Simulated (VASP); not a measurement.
# Cu3Pd with and without spin-orbit coupling, part 2 of 4

What does spin-orbit coupling change in Cu3Pd, and what does it cost? All runs use LDA. The start is a cell from a database of measured crystal structures.

VASP 6.6.1, plane waves and PAW; the level of theory is named at each step.

Still holding for the runs below: This run has no spin polarisation. Its electron count is odd, so without a moment it is a metal by construction. The k-mesh is coarse for a metal.

So far. Step 2 (Reference run): The pressure is -10.49 GPa and the largest force 0.000 eV/Å, so the cell is not at a minimum at these settings. Step 3 (Bands along the symmetry lines (LDA)): There is no gap at this level.

The database entry behind the starting cell is an old determination (1931), so it need not match the best structure at ambient conditions.

### Step 4. Band structure (LDA + SOC)

This step: LDA, spin-orbit coupling; plane waves and PAW (Cu, Pd) (VASP 6.6.1).

The mesh alone shows little of the dispersion and can miss band extrema, so KPOINTS_OPT adds a path through the symmetry points after the self-consistent cycle. Spin-orbit coupling needs spinors and the noncollinear program, where each band holds one electron.

File INCAR:

```
SYSTEM = Cu3Pd
PREC = Accurate
ENCUT = 400
EDIFF = 1E-06
NELM = 100
ISMEAR = -1
SIGMA = 0.05
LREAL = .FALSE.
ALGO = Normal
GGA = CA
LNONCOLLINEAR = .TRUE.
MAGMOM = 0 0 0 0 0 0 0 0 0 0 0 0
NBANDS = 54
GGA_COMPAT = .FALSE.
LASPH = .TRUE.
LSORBIT = .TRUE.
LMAXMIX = 4
LORBIT = 11
LWAVE = .FALSE.
LCHARG = .FALSE.
KPAR = 4
```

File POSCAR:

```
Cu3Pd
1.0
    3.6900000000      0.0000000000      0.0000000000
    0.0000000000      3.6900000000      0.0000000000
    0.0000000000      0.0000000000      3.6900000000
Cu Pd
3 1
Direct
    0.0000000000      0.5000000000      0.5000000000
    0.5000000000      0.0000000000      0.5000000000
    0.5000000000      0.5000000000      0.0000000000
    0.0000000000      0.0000000000      0.0000000000
```

File KPOINTS:

```
Automatic mesh
0
Gamma
7 7 7
0 0 0
```

File KPOINTS_OPT:

```
Line mode
16
Line-mode
Reciprocal
  0.00000000   0.00000000   0.00000000 GAMMA
  0.00000000   0.50000000   0.00000000 X

  0.00000000   0.50000000   0.00000000 X
  0.50000000   0.50000000   0.00000000 M

  0.50000000   0.50000000   0.00000000 M
  0.00000000   0.00000000   0.00000000 GAMMA

  0.00000000   0.00000000   0.00000000 GAMMA
  0.50000000   0.50000000   0.50000000 R

  0.50000000   0.50000000   0.50000000 R
  0.00000000   0.50000000   0.00000000 X

  0.50000000   0.50000000   0.00000000 M
  0.50000000   0.50000000   0.50000000 R
```

The projector-augmented-wave data sets are Cu and Pd (LDA family, release 64).

Started as:

```
> mpirun -np 4 vasp_ncl
```

The program printed:

```text
[... set-up lines as in an earlier step ...]
 entering main loop
       N       E                     dE             d eps       ncg     rms          rms(c)
DAV:   1     0.392144650579E+03    0.39214E+03   -0.15285E+04  2184   0.217E+03
DAV:   2     0.354671349856E+02   -0.35668E+03   -0.33966E+03  2166   0.466E+02
DAV:   3    -0.215448488226E+02   -0.57012E+02   -0.52314E+02  2298   0.221E+02
DAV:   4    -0.244259603711E+02   -0.28811E+01   -0.28372E+01  3044   0.661E+01
DAV:   5    -0.244790117655E+02   -0.53051E-01   -0.53021E-01  3296   0.770E+00    0.180E+01
DAV:   6    -0.248352711747E+02   -0.35626E+00   -0.44335E+01  2452   0.191E+02    0.137E+01
DAV:   7    -0.211139617496E+02    0.37213E+01   -0.13034E+01  2684   0.106E+02    0.318E+00
DAV:   8    -0.209992203020E+02    0.11474E+00   -0.10477E+00  2842   0.124E+01    0.166E+00
DAV:   9    -0.209803934666E+02    0.18827E-01   -0.14480E-01  2662   0.450E+00    0.762E-01
DAV:  10    -0.209767939308E+02    0.35995E-02   -0.25059E-02  2530   0.240E+00    0.418E-01
DAV:  11    -0.209749670870E+02    0.18268E-02   -0.49340E-03  2800   0.125E+00    0.173E-01
DAV:  12    -0.209747514926E+02    0.21559E-03   -0.11279E-03  3106   0.106E+00    0.639E-02
DAV:  13    -0.209747109245E+02    0.40568E-04   -0.21595E-04  3246   0.408E-01    0.107E-02
DAV:  14    -0.209747125167E+02   -0.15922E-05   -0.17746E-05  2872   0.463E-02    0.647E-03
DAV:  15    -0.209747122543E+02    0.26239E-06   -0.26198E-07  1284   0.120E-02
   1 F= -.20974712E+02 E0= -.20968222E+02  d E =-.129796E-01  mag=    -0.0000    -0.0000     0.0000
 Start KPOINTS_OPT (optional k-point list driver)
k-point batch [1-20\96]
       N       E                     dE             ncg
DAV:   1     0.127776047335E+05    0.37898E+04     2200
DAV:   2     0.565016872282E+04   -0.71274E+04     2160
DAV:   3     0.446390607186E+04   -0.11863E+04     2262
DAV:   4     0.440495623058E+04   -0.58950E+02     2718
DAV:   5     0.440363372109E+04   -0.13225E+01     3344
DAV:   6     0.440360611861E+04   -0.27602E-01     3230
DAV:   7     0.440360503758E+04   -0.10810E-02     3344
DAV:   8     0.440360499623E+04   -0.41352E-04     3266
DAV:   9     0.440360499495E+04   -0.12842E-05     1800
DAV:  10     0.440360499463E+04   -0.31538E-06     1460
[...]
k-point batch [81-96\96]
       N       E                     dE             ncg
DAV:   1     0.137737857936E+05   -0.13097E+05     1728
DAV:   2     0.822301874043E+04   -0.55508E+04     1770
DAV:   3     0.737345297002E+04   -0.84957E+03     1744
DAV:   4     0.732655951646E+04   -0.46893E+02     2312
DAV:   5     0.732552388234E+04   -0.10356E+01     2498
DAV:   6     0.732549595609E+04   -0.27926E-01     2596
DAV:   7     0.732549519749E+04   -0.75860E-03     2538
DAV:   8     0.732549516490E+04   -0.32585E-04     2682
DAV:   9     0.732549516402E+04   -0.88050E-06     1276
```

Wall time 30 s (4 MPI ranks of AMD EPYC 9R45, shared host); peak memory 0.91 GiB.

Parts of OUTCAR (step 4):

```text
The static configuration has the point symmetry O_h .

 Found     20 irreducible k-points:

   k-points           NKPTS =     20   k-points in BZ     NKDIM =     20   number of bands    NBANDS=     54

   NELECT =      43.0000    total number of electrons

 E-fermi :   7.8552

 k-point     1 :       0.0000    0.0000    0.0000
  band No.  band energies     occupation
    ...
     38       7.3914      0.99991
     39       7.3914      0.99991
     40       7.3914      0.99991
     41       7.5373      0.99827
     42       7.5373      0.99827
     43       9.8481      0.00000
     44       9.8481      0.00000
     45       9.9599      0.00000
     46       9.9599      0.00000
     47       9.9599      0.00000
    ...

 k-point     2 :       0.1429    0.0000    0.0000
  band No.  band energies     occupation
    ...
     38       7.0058      1.00000
     39       7.1386      1.00000
     40       7.1386      1.00000
     41       7.4383      0.99976
     42       7.4383      0.99976
     43       8.8053      0.00000
     44       8.8053      0.00000
     45      10.6041      0.00000
     46      10.6041      0.00000
     47      10.6808      0.00000
    ...

  Total       -3.3130198     -3.3130198     -3.3130198      0.0000000      0.0000000      0.0000000
  in kB     -105.6465976   -105.6465976   -105.6465976      0.0000000      0.0000000      0.0000000
  external PRESSURE =    -105.6465976 kB  Pullay stress =       0.0000000 kB

  FREE ENERGIE OF THE ION-ELECTRON SYSTEM (eV)
  ---------------------------------------------------
  free  energy   TOTEN  =       -20.9747122543 eV

  energy  without entropy=      -20.9617326563  energy(sigma->0) =      -20.96822246

 Spin-Orbit-Coupling matrix elements
 Ion:    1  E_soc:     -0.0139225
 Ion:    2  E_soc:     -0.0139225
 Ion:    3  E_soc:     -0.0139225
 Ion:    4  E_soc:     -0.0718682

 total charge
# of ion       s       p       d       tot
------------------------------------------
    1        0.443   0.359   9.189   9.991
    2        0.443   0.359   9.189   9.991
    3        0.443   0.359   9.189   9.991
    4        0.512   0.513   8.563   9.588
--------------------------------------------------
tot          1.840   1.590  36.130  39.560

 magnetization (x)
# of ion       s       p       d       tot
------------------------------------------
    1        0.000   0.000   0.000   0.000
    2       -0.000  -0.000   0.000   0.000
    3       -0.000  -0.000   0.000   0.000
    4       -0.000   0.000  -0.000  -0.000
--------------------------------------------------
tot         -0.000   0.000   0.000  -0.000

 magnetization (y)
# of ion       s       p       d       tot
------------------------------------------
    1        0.000   0.000  -0.000   0.000
    2       -0.000   0.000   0.000  -0.000
    3       -0.000   0.000  -0.000  -0.000
    4        0.000  -0.000   0.000   0.000
--------------------------------------------------
tot          0.000  -0.000  -0.000   0.000

 magnetization (z)
# of ion       s       p       d       tot
------------------------------------------
    1       -0.000   0.000   0.000  -0.000
    2        0.000   0.000   0.000   0.000
    3       -0.000  -0.000  -0.000  -0.000
    4        0.000  -0.000  -0.000   0.000
--------------------------------------------------
tot          0.000  -0.000   0.000  -0.000

[... 8 parts as in an earlier step ...]

[... 5 further parts left out ...]
```

At this level the cell is under a tension of 10.6 GPa, so at these settings it is away from equilibrium.

This step gave:

```
SCF cycles              : 15
bands                   : 54
free energy (TOTEN)     : -20.97 eV
energy at zero smearing : -20.97 eV
Fermi energy            : 7.855 eV
pressure                : -10.56 GPa
```

On-site spin-orbit energy by atom:

```csv
atom,on-site spin-orbit energy (eV)
Cu1,-0.0139
Cu2,-0.0139
Cu3,-0.0139
Pd4,-0.0719
```

Electronic bands along the path, in eV, zero at the Fermi level; # counts the bands kept:

| point | #41 | #42 | #43 | #44 | #45 | #46 | #47 | #48 |
| --- | --- | --- | --- | --- | --- | --- | --- | --- |
| Γ | -0.32 | -0.32 | 1.99 | 1.99 | 2.10 | 2.10 | 2.10 | 2.10 |
| 0.47 of the way | -0.43 | -0.43 | -0.17 | -0.17 | 3.64 | 3.64 | 3.72 | 3.72 |
| X | -1.19 | -1.19 | -0.45 | -0.45 | 6.82 | 6.82 | 7.08 | 7.08 |
| 0.53 of the way | -0.85 | -0.85 | -0.78 | -0.78 | 3.17 | 3.17 | 3.28 | 3.28 |
| M | -0.02 | -0.02 | 0.01 | 0.01 | 1.09 | 1.09 | 1.24 | 1.24 |
| 0.53 of the way | -0.87 | -0.87 | 0.94 | 0.94 | 1.53 | 1.53 | 4.90 | 4.90 |
| Γ | -0.32 | -0.32 | 1.99 | 1.99 | 2.10 | 2.10 | 2.10 | 2.10 |
| 0.47 of the way | -0.86 | -0.86 | 1.92 | 1.92 | 1.94 | 1.94 | 2.15 | 2.15 |
| R | -0.73 | -0.73 | -0.25 | -0.25 | -0.08 | -0.08 | -0.08 | -0.08 |
| 0.47 of the way | -0.85 | -0.85 | -0.69 | -0.69 | 2.55 | 2.55 | 3.02 | 3.02 |
| X | -1.19 | -1.19 | -0.45 | -0.45 | 6.82 | 6.82 | 7.08 | 7.08 |
| jump to M | -0.02 | -0.02 | 0.01 | 0.01 | 1.09 | 1.09 | 1.24 | 1.24 |
| 0.53 of the way | -0.05 | -0.05 | 0.01 | 0.01 | 0.68 | 0.68 | 0.83 | 0.83 |
| R | -0.73 | -0.73 | -0.25 | -0.25 | -0.08 | -0.08 | -0.08 | -0.08 |

Of the projections kept (Cu, Pd), the largest for each band there; the rest of the weight can lie on other orbitals:

```
point      #41      #42      #43      #44      #45      #46      #47      #48
    Γ  Pd 0.53  Pd 0.53  Cu 0.69  Cu 0.69  Cu 0.72  Cu 0.72  Cu 0.72  Cu 0.72
    X  Cu 0.62  Cu 0.62  Cu 0.51  Cu 0.51  Cu 0.63  Cu 0.63  Cu 0.64  Cu 0.64
    M  Cu 0.92  Cu 0.92  Cu 0.92  Cu 0.92  Pd 0.52  Pd 0.52  Pd 0.53  Pd 0.53
    Γ  Pd 0.53  Pd 0.53  Cu 0.69  Cu 0.69  Cu 0.72  Cu 0.72  Cu 0.72  Cu 0.72
    R  Cu 0.51  Cu 0.51  Cu 0.56  Cu 0.56  Cu 0.58  Cu 0.58  Cu 0.58  Cu 0.58
    X  Cu 0.62  Cu 0.62  Cu 0.51  Cu 0.51  Cu 0.63  Cu 0.63  Cu 0.64  Cu 0.64
```

There is no gap at this level. Without the coupling there was no gap either. The run took 3.7 times the core time, with 54 spinor bands against 35.

### Step 5. Total and projected DOS (LDA)

This step: LDA; plane waves and PAW (Cu, Pd) (VASP 6.6.1).

Here the states are counted by energy and projected on the atoms.

File INCAR:

```
SYSTEM = Cu3Pd
PREC = Accurate
ENCUT = 400
EDIFF = 1E-06
NELM = 100
ISMEAR = -5
SIGMA = 0.05
LREAL = .FALSE.
ALGO = Normal
GGA = CA
NBANDS = 35
LASPH = .TRUE.
LORBIT = 11
LWAVE = .FALSE.
LCHARG = .FALSE.
KPAR = 4
NEDOS = 2001
```

POSCAR is that of step 4.

KPOINTS is that of step 4.

Started as:

```
> mpirun -np 4 vasp_std
```

The program printed:

```text
[... set-up lines as in an earlier step ...]
 entering main loop
       N       E                     dE             d eps       ncg     rms          rms(c)
DAV:   1     0.315265983892E+03    0.31527E+03   -0.15178E+04  1496   0.162E+03
DAV:   2     0.685254144659E+01   -0.30841E+03   -0.28720E+03  1400   0.326E+02
DAV:   3    -0.235188372432E+02   -0.30371E+02   -0.28333E+02  1570   0.126E+02
DAV:   4    -0.244025660515E+02   -0.88373E+00   -0.88055E+00  1839   0.265E+01
DAV:   5    -0.244300975817E+02   -0.27532E-01   -0.27549E-01  2156   0.337E+00    0.178E+01
DAV:   6    -0.249169684287E+02   -0.48687E+00   -0.29179E+01  1667   0.146E+02    0.139E+01
DAV:   7    -0.211312237864E+02    0.37857E+01   -0.18347E+01  1822   0.798E+01    0.326E+00
DAV:   8    -0.209557142609E+02    0.17551E+00   -0.63197E-01  2042   0.813E+00    0.151E+00
DAV:   9    -0.209366339681E+02    0.19080E-01   -0.87174E-02  1733   0.284E+00    0.672E-01
DAV:  10    -0.209308636418E+02    0.57703E-02   -0.15989E-02  2036   0.167E+00    0.175E-01
DAV:  11    -0.209306127412E+02    0.25090E-03   -0.63266E-04  2214   0.305E-01    0.103E-01
DAV:  12    -0.209304437196E+02    0.16902E-03   -0.16931E-04  2442   0.252E-01    0.867E-03
DAV:  13    -0.209304341190E+02    0.96006E-05   -0.18633E-05  2151   0.378E-02    0.713E-03
DAV:  14    -0.209304401630E+02   -0.60441E-05   -0.14750E-06   974   0.284E-02    0.478E-03
DAV:  15    -0.209304400668E+02    0.96238E-07   -0.12013E-06   838   0.122E-02
   1 F= -.20930440E+02 E0= -.20930440E+02  d E =0.000000E+00
 -----------------------------------------------------------------------------
|                                                                             |
|           W    W    AA    RRRRR   N    N  II  N    N   GGGG   !!!           |
|           W    W   A  A   R    R  NN   N  II  NN   N  G    G  !!!           |
|           W    W  A    A  R    R  N N  N  II  N N  N  G       !!!           |
|           W WW W  AAAAAA  RRRRR   N  N N  II  N  N N  G  GGG   !            |
|           WW  WW  A    A  R   R   N   NN  II  N   NN  G    G                |
|           W    W  A    A  R    R  N    N  II  N    N   GGGG   !!!           |
|                                                                             |
|     Tetrahedron method does not include variations of the Fermi             |
|     occupations, so forces and stress will be inaccurate. We suggest        |
|     using a different smearing scheme ISMEAR = 1 or 2 for metals in         |
|     relaxations.                                                            |
|                                                                             |
 -----------------------------------------------------------------------------
```

Elapsed: 3.2 s, on 4 MPI ranks; peak memory 0.46 GiB.

Parts of OUTCAR (step 5):

```text
   NELECT =      43.0000    total number of electrons

 E-fermi :   7.9134

 k-point     1 :       0.0000    0.0000    0.0000
  band No.  band energies     occupation
    ...
     17       6.9992      2.00000
     18       6.9992      2.00000
     19       7.4227      2.00000
     20       7.4227      2.00000
     21       7.4227      2.00000
     22       9.9283      0.00000
     23       9.9283      0.00000
     24       9.9283      0.00000
     25      16.1321      0.00000
     26      16.1395      0.00000
    ...

  Total       -3.3236138     -3.3236138     -3.3236138     -0.0000000      0.0000000      0.0000000
  in kB     -105.9844218   -105.9844218   -105.9844218     -0.0000000      0.0000000      0.0000000
  external PRESSURE =    -105.9844218 kB  Pullay stress =       0.0000000 kB

  FREE ENERGIE OF THE ION-ELECTRON SYSTEM (eV)
  ---------------------------------------------------
  free  energy   TOTEN  =       -20.9304400668 eV

  energy  without entropy=      -20.9304400668  energy(sigma->0) =      -20.93044007

[... 9 parts as in an earlier step ...]

[... 9 further parts left out ...]
```

With tetrahedra the forces and stress of a metal are not exact derivatives of the energy.

This step gave:

```
bands                  : 35
free energy (TOTEN)    : -20.93 eV
Fermi energy           : 7.913 eV
pressure               : -10.60 GPa
DOS at the Fermi level : 1.776 states/eV/cell
```

The density of states has structure finer than the step of the table below, so its rows give means over 1 eV, whole bins alone (the curve runs from -10.1 to 7.91 eV). Peaks (eV: height): total -2.7: 19.5, -2.3: 14.9, -1.4: 16.0, -1.0: 13.7; Cu d -2.7: 15.8, -2.3: 12.1, -1.4: 11.7, -1.0: 8.21; Pd d -3.9: 4.25, -2.7: 1.87, -1.4: 3.89, -1.0: 4.54; Cu p -3.9: 0.616, -3.1: 0.348, -2.3: 0.364, 0.2: 0.393; Cu s -5.3: 0.662, -4.9: 0.739, 5.2: 0.359, 5.9: 0.293.

States under -10.1 eV and over 7.9 eV are left out. The density of states by energy, zero at the Fermi level; means over each step; values in states/eV/cell:

```
energy (eV)    total    Cu d     Pd d     Cu p     Cu s     Pd p    Pd s
         -9  0.00349       0        0   2.3e-5  0.00151   2.3e-5  6.5e-4
         -8    0.232  9.3e-4  0.00117  0.00665   0.0951  0.00413  0.0398
         -7    0.490  0.0110   0.0141   0.0280    0.181   0.0171  0.0681
         -6    0.944  0.0654    0.107   0.0662    0.294   0.0383  0.0793
         -5     3.39   0.925     1.06    0.151    0.440   0.0683  0.0976
         -4     7.08    3.63     2.14    0.244   0.0936   0.0714   0.127
         -3     11.1    8.42     1.40    0.269   0.0640    0.143  0.0384
         -2     10.9    8.92     1.29    0.169   0.0421   0.0783  0.0200
         -1     8.00    5.23     2.35   0.0937   0.0665   0.0596  0.0249
          0     1.39   0.569    0.279    0.137    0.113    0.101  0.0174
          1    0.780   0.185    0.164    0.144   0.0472   0.0645  0.0233
          2     1.24   0.258    0.229    0.265   0.0707   0.0984  0.0518
          3     1.00   0.180    0.142    0.251   0.0567   0.0999  0.0335
          4    0.855   0.140    0.103    0.224   0.0573   0.0975  0.0210
          5    0.676   0.104   0.0961    0.121    0.132   0.0509  0.0178
          6     1.17   0.173    0.147    0.203    0.249   0.0701  0.0521
          7     1.15   0.166    0.110    0.238    0.199   0.0889  0.0551
```

Of the states within 0.3 eV of the Fermi level, the largest shares in the PAW spheres are Cu d 41 %, Pd d 18 % and Cu p 10 %. The rest lies in smaller channels or between the spheres.

(Continued in part 3 of 4.)

[Lines on the potential files, build, host, timing and source positions are cut from VASP's logs without a mark.]

[Logs are printed without paths, hosts, clocks, repeated set-up lines and the standing remarks that a program may print on its own settings, such as how far it seeks lower states.]

[Hosts, paths, dates, database ids (printed as entryN), source tags and the programs' standing remarks are cut or masked in the printed files.]

[A measured line is paired with the nearest computed mode of its activity, which favours agreement.]
